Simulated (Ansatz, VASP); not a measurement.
# Cross-check of Cu between VASP and Ansatz, part 2 of 3

One calculation is typed for both programs; each brings its own data sets. How far apart do they land? Of the first pair: The structure shown is frame 250 of Ansatz's trajectory.

VASP 6.6.1 and Ansatz 0.2.0.

So far: Set-up; Ansatz: dynamics, PBEsol.

## 3. VASP: single point, PBEsol, pair 1

Level of this step: PBEsol; plane waves and PAW (Cu) (VASP).

The same cell, functional, mesh and smearing now go to VASP, with its own data sets.

Lines of VASP's logs that name or quote its potential files are left out, and so is its time.

INCAR

```
SYSTEM = Cu
PREC = Accurate
ENCUT = 520
EDIFF = 1E-06
NELM = 120
ISMEAR = -1
SIGMA = 0.123
LREAL = Auto
ALGO = Normal
GGA = PS
NBANDS = 312
LASPH = .TRUE.
LORBIT = 11
LWAVE = .FALSE.
LCHARG = .FALSE.
ISIF = 2
GGA_COMPAT = .FALSE.
NCORE = 2
```

POSCAR

```
Cu
1.0
    8.5873000000      0.0000000000      0.0000000000
    0.0000000000      8.5873000000      0.0000000000
    0.0000000000      0.0000000000      8.5873000000
Cu
48
Direct
    0.1885691661      0.3396527430      0.7608212127
    0.2344625202      0.5681646152      0.8961722544
    0.1988517928      0.1054929955      0.5931317178
    0.0046463964      0.7689611403      0.8727306604
    0.6733199026      0.4956389086      0.9147461950
    0.2120456954      0.1015103700      0.9109498911
    0.6668102896      0.5195230165      0.5812770021
    0.9652393651      0.2241566034      0.9077125523
    0.8643228954      0.0697308817      0.3849871322
    0.9550964797      0.0065445483      0.0638384591
    0.5929919765      0.9749280915      0.5713553736
    0.1222270097      0.5132579507      0.3470008035
    0.3877470218      0.0460563856      0.4007662478
    0.8811617156      0.5241344777      0.4356782691
    0.7148114075      0.2898000536      0.4039919416
    0.4700895508      0.7203078965      0.6103781165
    0.7571530050      0.7812700150      0.4694840054
    0.4088363048      0.0402338337      0.1007185029
    0.2407275861      0.8313788967      0.7469402490
    0.5002736599      0.7791855414      0.9381179183
    0.4154623688      0.4806749502      0.7472779570
    0.7337812817      0.2392253677      0.0603449280
    0.7025607583      0.9458852026      0.2014137156
    0.6964004984      0.0439952022      0.8896393511
    0.4533904720      0.2600351682      0.9034737345
    0.5453285666      0.7071955096      0.3013869319
    0.9555855740      0.2860503301      0.2749409011
    0.2193821108      0.3356584724      0.1030009433
    0.1343146274      0.0127397436      0.2915351740
    0.4475795652      0.0270049957      0.7894914583
    0.1277700791      0.5874023267      0.6117405937
    0.9071419422      0.0294271773      0.6738555774
    0.4130052519      0.4886751365      0.4396725397
    0.7073585411      0.2281392289      0.7084415358
    0.9909866896      0.7904812921      0.2385732419
    0.4542754999      0.2848159491      0.2305497654
    0.4184202252      0.5162623875      0.1019761741
    0.7734910857      0.7355746276      0.0167340142
    0.2416591944      0.8227964552      0.0871868923
    0.2295832217      0.3041351764      0.4196895415
    0.7408731499      0.7884201088      0.7608794382
    0.2867024560      0.7686700127      0.3879216983
    0.6798877412      0.4861248588      0.2281625191
    0.9181931457      0.4796268909      0.0893063012
    0.9991382623      0.2911508856      0.5381318924
    0.0435293981      0.8520955364      0.5331128527
    0.4755976850      0.2728098471      0.5915596288
    0.9198583955      0.4763313265      0.7761112340
```

KPOINTS

```
Automatic mesh
0
Gamma
1 1 1
0 0 0
```

PAW data sets: Cu (PBE family, release 64).

The run is started by

```
> mpirun -np 8 vasp_gam
```

Numbers of over 12 decimals in the logs are rounded to 6 here.

Log:

```text
[banner, memory and clock lines left out]
running    8 mpi-ranks, on    1 nodes
[...]
|                                                                             |
|               ----> ADVICE to this user running VASP <----                  |
|                                                                             |
|     You enforced a specific xc type in the INCAR file but a different       |
|     [... a line on the potential file left out ...]
|     I HOPE YOU KNOW WHAT YOU ARE DOING!                                     |
|                                                                             |

 LDA part: xc-table for (Slater+PW92), standard interpolation
 POSCAR, INCAR and KPOINTS ok, starting setup
[...]
entering main loop
       N       E                     dE             d eps       ncg     rms          rms(c)
DAV:   1     0.703827327272E+04    0.70383E+04   -0.22851E+05   624   0.343E+03
DAV:   2     0.136218253365E+04   -0.56761E+04   -0.55126E+04   624   0.795E+02
DAV:   3    -0.600681772943E+02   -0.14223E+04   -0.13386E+04   624   0.339E+02
DAV:   4    -0.231578679967E+03   -0.17151E+03   -0.15446E+03   680   0.148E+02
[...]
DAV:  20    -0.195210493310E+03    0.16416E-05   -0.57897E-06   600   0.267E-02    0.881E-03
DAV:  21    -0.195210493084E+03    0.22539E-06   -0.11561E-05   592   0.226E-02    0.334E-03
DAV:  22    -0.195210492912E+03    0.17275E-06   -0.14491E-06   336   0.113E-02
   1 F= -.19521049E+03 E0= -.19468853E+03  d E =-.104392E+01
```

Parts of OUTCAR (step 3):

```text
  Total      -17.0332767    -15.8033529    -35.5622127     -3.6481617     -4.2021335     -4.3815792
  in kB      -43.0961902    -39.9843383    -89.9765736     -9.2302775    -10.6318911    -11.0859099
  external PRESSURE =     -57.6857007 kB  Pullay stress =       0.0000000 kB

 POSITION                                       TOTAL-FORCE (eV/Angst)
 -----------------------------------------------------------------------------------
      1.61930      2.91670      6.53340        -0.694678     -0.684399     -0.217107
      2.01340      4.87900      7.69570        -1.688197      1.650778      1.480432
      1.70760      0.90590      5.09340        -0.093159     -1.412719      1.168428
      0.03990      6.60330      7.49440         0.289064     -0.112113      0.015154
      5.78200      4.25620      7.85520        -0.588156     -0.165643     -0.186716
      1.82090      0.87170      7.82260        -0.590092     -0.766764      0.172769
      5.72610      4.46130      4.99160        -0.715555     -0.288254      1.100438
      8.28880      1.92490      7.79480        -0.314634      0.743114     -0.672673
      7.42220      0.59880      3.30600         0.118881     -2.060825      0.864976
      8.20170      0.05620      0.54820        -0.247221     -0.477376      0.096530
      5.09220      8.37200      4.90640         0.883940      0.524744     -0.205330
      1.04960      4.40750      2.97980         0.520279      2.243807     -2.107809
      3.32970      0.39550      3.44150         0.648409     -0.029844     -0.544676
      7.56680      4.50090      3.74130        -0.175727      0.651775     -0.349359
[...]
-----------------------------------------------------------------------------------
    total drift:                                0.002096      0.000100      0.000229

  FREE ENERGIE OF THE ION-ELECTRON SYSTEM (eV)
  ---------------------------------------------------
  free  energy   TOTEN  =      -195.2104929117 eV

  energy  without entropy=     -194.1665718006  energy(sigma->0) =     -194.68853236

[... 3 further parts left out ...]
[key lines of the parts left out:]
E-fermi :   5.8307
```

The gap is under twice the smearing width, so the edge states are partly filled and the run can't tell a small gap from a semimetal. The PAW data sets were made with PBE, which is usual practice but a small mismatch for other functionals.

## 4. Comparison

Known differences besides the potentials themselves: the data sets hold 912 valence electrons in Ansatz (on its default PAW (the set named soft_2) files) and 528 in VASP; the cutoff is 420 eV in Ansatz and 520 eV in VASP (PREC = Accurate, projectors in real space); Ansatz makes its cores anew for this functional, VASP keeps those of its PBE data sets. Total energies have different zeros and are not compared.

Forces on 7 of the 48 atoms, those with the largest forces and the largest differences (eV/Å; atoms numbered as in POSCAR):

| atom | Ansatz x, y, z | VASP x, y, z |
| --- | --- | --- |
| Cu2 | -1.674, 1.643, 1.465 | -1.688, 1.651, 1.480 |
| Cu9 | 0.122, -2.047, 0.859 | 0.119, -2.061, 0.865 |
| Cu12 | 0.512, 2.228, -2.087 | 0.520, 2.244, -2.108 |
| Cu21 | 1.832, 0.874, -0.751 | 1.845, 0.883, -0.749 |
| Cu24 | 0.480, -1.867, 0.893 | 0.486, -1.883, 0.900 |
| Cu40 | 1.491, -2.428, -0.785 | 1.495, -2.431, -0.787 |
| Cu45 | -1.537, 0.051, 1.727 | -1.549, 0.052, 1.743 |

The forces differ by 7.0 meV/Å r.m.s., which is 0.8 % of the r.m.s. force of 0.839 eV/Å (both taken over all components).

## 5. Ansatz: dynamics, PBEsol

One frame of this run of dynamics is then solved in both programs, so the motion causes no difference.

The structure compared here is frame 500 of Ansatz's trajectory.

input.yaml

```yaml
crystal:
  lattice:
    - [8.5873, 0.0, 0.0]
    - [0.0, 8.5873, 0.0]
    - [0.0, 0.0, 8.5873]
  atoms:
    - { symbol: Cu, position: [0.24157, 0.29336, 0.77881] }
    - { symbol: Cu, position: [0.19379, 0.52216, 0.93959] }
    - { symbol: Cu, position: [0.2156, 0.00881, 0.55635] }
    - { symbol: Cu, position: [0.93713, 0.72263, 0.92035] }
    - { symbol: Cu, position: [0.71632, 0.51252, 0.99487] }
    - { symbol: Cu, position: [0.22129, 0.01366, 0.90745] }
    - { symbol: Cu, position: [0.70268, 0.5447, 0.55337] }
    - { symbol: Cu, position: [0.97781, 0.26777, 0.84791] }
    - { symbol: Cu, position: [0.96729, 0.98406, 0.44906] }
    - { symbol: Cu, position: [0.93792, 0.04159, 0.06831] }
    - { symbol: Cu, position: [0.75733, 0.09075, 0.56943] }
    - { symbol: Cu, position: [0.18915, 0.56446, 0.26237] }
    - { symbol: Cu, position: [0.46275, 0.05773, 0.42597] }
    - { symbol: Cu, position: [0.95138, 0.52664, 0.41391] }
    - { symbol: Cu, position: [0.71645, 0.32044, 0.39238] }
    - { symbol: Cu, position: [0.39476, 0.7843, 0.55384] }
    - { symbol: Cu, position: [0.67406, 0.82183, 0.42818] }
    - { symbol: Cu, position: [0.44083, 0.01949, 0.08364] }
    - { symbol: Cu, position: [0.16852, 0.75921, 0.77959] }
    - { symbol: Cu, position: [0.43967, 0.76788, 0.90089] }
    - { symbol: Cu, position: [0.46748, 0.53152, 0.78847] }
    - { symbol: Cu, position: [0.70626, 0.24763, 0.09043] }
    - { symbol: Cu, position: [0.7109, 0.98581, 0.23226] }
    - { symbol: Cu, position: [0.66318, 0.02572, 0.88817] }
    - { symbol: Cu, position: [0.45627, 0.26764, 0.93462] }
    - { symbol: Cu, position: [0.42944, 0.791, 0.25902] }
    - { symbol: Cu, position: [0.96756, 0.24707, 0.28739] }
    - { symbol: Cu, position: [0.23502, 0.2365, 0.09224] }
    - { symbol: Cu, position: [0.23135, 0.01227, 0.25496] }
    - { symbol: Cu, position: [0.46776, 0.06941, 0.72237] }
    - { symbol: Cu, position: [0.19532, 0.50952, 0.57873] }
    - { symbol: Cu, position: [0.97611, 0.99426, 0.73014] }
    - { symbol: Cu, position: [0.43566, 0.53199, 0.40742] }
    - { symbol: Cu, position: [0.70313, 0.32024, 0.80743] }
    - { symbol: Cu, position: [0.92185, 0.76304, 0.24262] }
    - { symbol: Cu, position: [0.47532, 0.28142, 0.2766] }
    - { symbol: Cu, position: [0.44578, 0.53203, 0.08514] }
    - { symbol: Cu, position: [0.66871, 0.7885, 0.04653] }
    - { symbol: Cu, position: [0.17767, 0.77526, 0.0801] }
    - { symbol: Cu, position: [0.23474, 0.28925, 0.37484] }
    - { symbol: Cu, position: [0.63742, 0.81491, 0.70329] }
    - { symbol: Cu, position: [0.15395, 0.78565, 0.39283] }
    - { symbol: Cu, position: [0.67544, 0.59769, 0.25889] }
    - { symbol: Cu, position: [0.96333, 0.48812, 0.09246] }
    - { symbol: Cu, position: [0.04211, 0.22186, 0.57907] }
    - { symbol: Cu, position: [0.89015, 0.73988, 0.59759] }
    - { symbol: Cu, position: [0.49846, 0.27354, 0.5719] }
    - { symbol: Cu, position: [0.93398, 0.49564, 0.70514] }
kpoints:
  mp_grid: { grid: [1, 1, 1] }
hamiltonian:
  xc: pbesol
scf:
  occupations: { method: fermi_dirac, width: 0.123 }
output:
  forces: true
  stress: true
md:
  timestep: 4.0
  n_steps: 750
  ensemble: nvt_nose_hoover
  temperature: 1423
  initial_velocities: maxwell_boltzmann
  seed: 7
```

The run is started by

```
> ansatz run input.yaml --threads 4 --pin off --max-ram 15360MiB --backend cpu --events-out ev --progress --plain --runs-dir out
```

Log:

```text
[...]
Crystal: 48 atoms, lattice volume = 633.242 Å³
Basis set: ecut = 420 eV, 12293 PW (Γ), exchange–correlation on 120×120×120 points (8 copies of the dense FFT grid, shifted against one another)
Bands: 551, of which v1, the nominal top of the filled ones, is band 456 counted from 1 (455 counted from 0)
Symmetry: 1 space group operations
k-points: 1
[...]
atom  48  Cu     0.37830593     1.06825869    -0.93016401
  max |Σ_I F_I| component: 9.63e-6 eV/Å
--- Stress (GPa, compression-positive) ---
       -6.061141       1.151546       0.479094
        1.151546      -5.017849      -0.468013
        0.479094      -0.468013      -6.795063
  P = ⅓ Tr σ = -5.9580 GPa (-59.580 kbar)
--- MD trajectory: 750 steps, t = 0.0 → 3000.0 fs ---
[...]
conserved energy: peak-to-peak 3.272e-2 eV (6.817e-4 eV/atom) over 3000.0 fs
[key lines of the parts left out:]
SCF converged after 11 iterations
Free energy (F): -316249.498763 eV
Fermi energy:    14.203294 eV
```

## 6. VASP: single point, PBEsol, pair 2

The same cell, functional, mesh and smearing now go to VASP, with its own data sets.

INCAR is that of step 3.

POSCAR

```
Cu
1.0
    8.5873000000      0.0000000000      0.0000000000
    0.0000000000      8.5873000000      0.0000000000
    0.0000000000      0.0000000000      8.5873000000
Cu
48
Direct
    0.1922257287      0.3325958101      0.7820851723
    0.0230456605      0.5420562924      0.7917040280
    0.2623292537      0.9029497048      0.5896498317
    0.8328228896      0.7669116020      0.9037997974
    0.7471265706      0.5189989869      0.9220709653
    0.1782166688      0.0570377185      0.9253665296
    0.5611891980      0.6274731289      0.4729542464
    0.0541264425      0.3856392580      0.0373458479
    0.8877877796      0.0005473199      0.5087745857
    0.0114354919      0.0934170228      0.1507575140
    0.6278807076      0.1545421727      0.6073387444
    0.1303902274      0.5810906804      0.2463871065
    0.5878564857      0.9670094209      0.4225542371
    0.8676417500      0.5198257892      0.2682915468
    0.6992651939      0.2304566045      0.3972960069
    0.5838505700      0.8485204896      0.6577503988
    0.8036519046      0.7451352579      0.4155438846
    0.4562784577      0.0750061137      0.0077439940
    0.3172941437      0.8484622640      0.8718339874
    0.5404259779      0.6716662979      0.8439672540
    0.2865161343      0.5739638769      0.6741234148
    0.7926356363      0.2556333190      0.0882931771
    0.6976348794      0.0294970480      0.1658146332
    0.8055966369      0.0298114658      0.8935288158
    0.4953244908      0.3652952616      0.9887508297
    0.4047139380      0.7160923690      0.1318458654
    0.9570645022      0.2186717595      0.3979830680
    0.2560758329      0.2343344241      0.1015802406
    0.2495429297      0.9400277153      0.1664434688
    0.4040501671      0.1676894950      0.7823180744
    0.1521199911      0.4022801113      0.4915398321
    0.9382227243      0.2543989380      0.8324502463
    0.3423311169      0.4359926869      0.2459795279
    0.5839204407      0.4086849184      0.7293095618
    0.0293922420      0.6547808974      0.5212232017
    0.4753065574      0.1914338616      0.2288728704
    0.2518020798      0.5610611019      0.9758596998
    0.6842313649      0.7385907095      0.1341050155
    0.0498876247      0.7940330488      0.0218695050
    0.2620963516      0.1132486346      0.4076601493
    0.7910635473      0.6296041829      0.6476773840
    0.3091658612      0.6843245258      0.4279575652
    0.5904067635      0.4945442689      0.2298510591
    0.0470345743      0.8251953466      0.3379758481
    0.0900748780      0.1288647188      0.6366960511
    0.0520186787      0.8328694700      0.7304042016
    0.4623222666      0.3382436854      0.4805817894
    0.8452715056      0.3528582907      0.6130332002
```

KPOINTS is that of step 3.

The run is started by

```
> mpirun -np 8 vasp_gam
```

Log:

```text
[banner, memory and clock lines left out]
running    8 mpi-ranks, on    1 nodes
[...]
[... a notice as in an earlier step ...]

 LDA part: xc-table for (Slater+PW92), standard interpolation
 POSCAR, INCAR and KPOINTS ok, starting setup
[...]
entering main loop
       N       E                     dE             d eps       ncg     rms          rms(c)
DAV:   1     0.706348562359E+04    0.70635E+04   -0.22979E+05   624   0.344E+03
DAV:   2     0.137284358255E+04   -0.56906E+04   -0.55314E+04   624   0.795E+02
DAV:   3    -0.511143988134E+02   -0.14240E+04   -0.13395E+04   624   0.339E+02
DAV:   4    -0.227080960828E+03   -0.17597E+03   -0.16029E+03   672   0.151E+02
[...]
DAV:  18    -0.191472221877E+03    0.31762E-05   -0.47899E-05   672   0.831E-02    0.110E-02
DAV:  19    -0.191472222553E+03   -0.67594E-06   -0.11440E-05   648   0.327E-02    0.473E-03
DAV:  20    -0.191472223023E+03   -0.46936E-06   -0.21371E-06   344   0.195E-02
   1 F= -.19147222E+03 E0= -.19099193E+03  d E =-.960595E+00
```

Parts of OUTCAR (step 6):

```text
  Total       -0.0921268     -7.4388131     -3.3454271     -0.1937733     -4.9385689     -1.5486646
  in kB       -0.2330917    -18.8210705     -8.4643234     -0.4902692    -12.4951591     -3.9183032
  external PRESSURE =      -9.1728285 kB  Pullay stress =       0.0000000 kB

 POSITION                                       TOTAL-FORCE (eV/Angst)
 -----------------------------------------------------------------------------------
      1.65070      2.85610      6.71600         0.993414      0.186245      0.440494
      0.19790      4.65480      6.79860        -0.763612      0.670032      0.167861
      2.25270      7.75390      5.06350         1.156921      0.182047     -0.204780
      7.15170      6.58570      7.76120        -1.588569     -0.297701     -1.383929
      6.41580      4.45680      7.91810         0.886665     -1.602159      1.124959
      1.53040      0.48980      7.94640        -1.894004      0.635054     -1.503554
      4.81910      5.38830      4.06140         0.403723     -0.348304      0.602269
      0.46480      3.31160      0.32070        -1.438118      0.557610      0.764052
      7.62370      0.00470      4.36900        -1.313026     -1.366737      0.656879
      0.09820      0.80220      1.29460        -0.518319     -0.384201     -0.000122
      5.39180      1.32710      5.21540        -0.543668     -1.454684      4.441586
      1.11970      4.99000      2.11580        -0.645806      0.524136     -0.755836
      5.04810      8.30400      3.62860        -0.472058     -0.597359     -1.428864
      7.45070      4.46390      2.30390        -0.137803     -0.599486     -0.128260
[...]
-----------------------------------------------------------------------------------
    total drift:                                0.006043      0.001909     -0.000318

  FREE ENERGIE OF THE ION-ELECTRON SYSTEM (eV)
  ---------------------------------------------------
  free  energy   TOTEN  =      -191.4722230227 eV

  energy  without entropy=     -190.5116284059  energy(sigma->0) =     -190.99192571

[... 2 parts as in an earlier step ...]

[... 1 further part left out ...]
[key lines of the parts left out:]
E-fermi :   5.9212
```

The run ends at a pressure of -0.92 GPa, with forces up to 4.7 eV/Å.

## 7. Comparison

What differs besides the data sets and the points named for the pairs above, as far as they apply: the data sets hold 912 valence electrons in Ansatz (on its default PAW (the set named soft_2) files) and 528 in VASP. Total energies have different zeros and are not compared.

Forces on 8 of the 48 atoms, those with the largest forces and the largest differences (eV/Å; atoms numbered as in POSCAR):

| atom | Ansatz x, y, z | VASP x, y, z |
| --- | --- | --- |
| Cu6 | -1.879, 0.631, -1.496 | -1.894, 0.635, -1.504 |
| Cu11 | -0.550, -1.446, 4.423 | -0.544, -1.455, 4.442 |
| Cu13 | -0.456, -0.585, -1.417 | -0.472, -0.597, -1.429 |
| Cu15 | 0.699, 1.317, -4.126 | 0.699, 1.324, -4.132 |
| Cu18 | 1.221, -2.475, -0.217 | 1.245, -2.491, -0.224 |
| Cu27 | 1.807, 1.125, -1.318 | 1.817, 1.140, -1.338 |
| Cu36 | 1.563, 0.282, 2.450 | 1.574, 0.279, 2.462 |
| Cu44 | 0.805, 2.384, -1.595 | 0.810, 2.398, -1.600 |

The forces differ by 8.0 meV/Å r.m.s., which is 0.8 % of the r.m.s. force of 1.034 eV/Å (both taken over all components).

## 8. Ansatz: dynamics, PBEsol

One frame of this run of dynamics is then solved in both programs, so the motion causes no difference.

The structure compared here is frame 750 of Ansatz's trajectory.

input.yaml is that of step 5.

The run is started by

```
> ansatz run input.yaml --threads 4 --pin off --max-ram 15360MiB --backend cpu --events-out ev --progress --plain --runs-dir out
```

Log:

```text
[...]
Crystal: 48 atoms, lattice volume = 633.242 Å³
Basis set: ecut = 420 eV, 12293 PW (Γ), exchange–correlation on 120×120×120 points (8 copies of the dense FFT grid, shifted against one another)
Bands: 551, of which v1, the nominal top of the filled ones, is band 456 counted from 1 (455 counted from 0)
Symmetry: 1 space group operations
k-points: 1
[...]
atom  48  Cu     0.37830593     1.06825869    -0.93016401
  max |Σ_I F_I| component: 9.63e-6 eV/Å
--- Stress (GPa, compression-positive) ---
       -6.061141       1.151546       0.479094
        1.151546      -5.017849      -0.468013
        0.479094      -0.468013      -6.795063
  P = ⅓ Tr σ = -5.9580 GPa (-59.580 kbar)
--- MD trajectory: 750 steps, t = 0.0 → 3000.0 fs ---
[...]
conserved energy: peak-to-peak 3.272e-2 eV (6.817e-4 eV/atom) over 3000.0 fs
[key lines of the parts left out:]
SCF converged after 11 iterations
Free energy (F): -316249.498763 eV
Fermi energy:    14.203294 eV
```

(Part 2 of 3 ends here.)

[Lines on the potential files, build, host, timing and source positions are cut from VASP's logs without a mark.]

[Logs are printed without paths, hosts, clocks, repeated set-up lines and the standing remarks that a program may print on its own settings, such as how far it seeks lower states.]

[Hosts, paths, dates, database ids (printed as entryN), source tags and the programs' standing remarks are cut or masked in the printed files.]
